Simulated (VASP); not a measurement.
OSZICAR of a VASP run on Ge (diamond):

OSZICAR:
```
       N       E                     dE             d eps       ncg     rms          rms(c)
DAV:   1     0.165870344259E+03    0.16587E+03   -0.15456E+04  1728   0.416E+03
DAV:   2     0.121737432963E+02   -0.15370E+03   -0.15160E+03  1692   0.548E+02
DAV:   3    -0.851945799028E+01   -0.20693E+02   -0.20505E+02  1888   0.148E+02
DAV:   4    -0.916040146959E+01   -0.64094E+00   -0.64005E+00  1898   0.300E+01
DAV:   5    -0.917165018676E+01   -0.11249E-01   -0.11246E-01  1932   0.417E+00    0.298E+00
DAV:   6    -0.911158778448E+01    0.60062E-01   -0.25744E-02  1844   0.195E+00    0.176E+00
DAV:   7    -0.907844452876E+01    0.33143E-01   -0.57605E-02  1774   0.245E+00    0.153E-01
DAV:   8    -0.907984934637E+01   -0.14048E-02   -0.64423E-03  1888   0.128E+00    0.434E-02
DAV:   9    -0.907994173403E+01   -0.92388E-04   -0.30839E-04  2064   0.328E-01    0.192E-02
DAV:  10    -0.907996470719E+01   -0.22973E-04   -0.51158E-05  2182   0.691E-02    0.551E-03
DAV:  11    -0.907996632634E+01   -0.16192E-05   -0.48039E-06  2132   0.406E-02    0.116E-03
DAV:  12    -0.907996625513E+01    0.71215E-07   -0.35569E-07   978   0.124E-02
   1 F= -.90799663E+01 E0= -.90799729E+01  d E =-.907997E+01
       N       E                     dE             d eps       ncg     rms          rms(c)
DAV:   1    -0.908244837585E+01   -0.24820E-02   -0.35283E-02  2236   0.389E+00    0.290E-01
DAV:   2    -0.908063096568E+01    0.18174E-02   -0.25851E-03  2196   0.104E+00    0.145E-01
DAV:   3    -0.908005035519E+01    0.58061E-03   -0.10044E-03  2228   0.576E-01    0.337E-02
DAV:   4    -0.908000460861E+01    0.45747E-04   -0.11576E-04  2150   0.225E-01    0.739E-03
DAV:   5    -0.908000423700E+01    0.37161E-06   -0.84285E-06  1722   0.563E-02
   2 F= -.90800042E+01 E0= -.90800145E+01  d E =-.379819E-04
       N       E                     dE             d eps       ncg     rms          rms(c)
DAV:   1    -0.908023449566E+01   -0.22989E-03   -0.32043E-03  2244   0.116E+00    0.887E-02
DAV:   2    -0.908006295416E+01    0.17154E-03   -0.24332E-04  2190   0.321E-01    0.442E-02
DAV:   3    -0.908000976228E+01    0.53192E-04   -0.92301E-05  2224   0.175E-01    0.103E-02
DAV:   4    -0.908000751327E+01    0.22490E-05   -0.10479E-05  2006   0.678E-02    0.221E-03
DAV:   5    -0.908000732108E+01    0.19219E-06   -0.67952E-07   850   0.166E-02
   3 F= -.90800073E+01 E0= -.90800163E+01  d E =-.410660E-04
       N       E                     dE             d eps       ncg     rms          rms(c)
DAV:   1    -0.908001900447E+01   -0.11491E-04   -0.15744E-04  2190   0.256E-01    0.196E-02
DAV:   2    -0.908001103984E+01    0.79646E-05   -0.12034E-05  2172   0.717E-02    0.972E-03
DAV:   3    -0.908000830584E+01    0.27340E-05   -0.43450E-06  1774   0.391E-02    0.204E-03
DAV:   4    -0.908000782282E+01    0.48302E-06   -0.63998E-07   984   0.148E-02
   4 F= -.90800078E+01 E0= -.90800171E+01  d E =-.415677E-04
```

Task: Which electronic solver shows in the log?

Result: It is blocked Davidson (ALGO = Normal, or the opening steps of other solvers). The INCAR had ALGO = Normal.

Task: Can the final energy be trusted as converged?

Result: The run converged. It stopped with EDIFF = 1E-6, NELM = 100, NSW = 60 and EDIFFG = -0.01 after 4 ionic steps (PW91 GGA, plane waves, VASP's PBE PAW potentials (set 64)).

The compound is Ge in the diamond structure. This run relaxes it. Symmetry was kept, so distortions that lower it aren't found. The start is the result of an earlier pass.
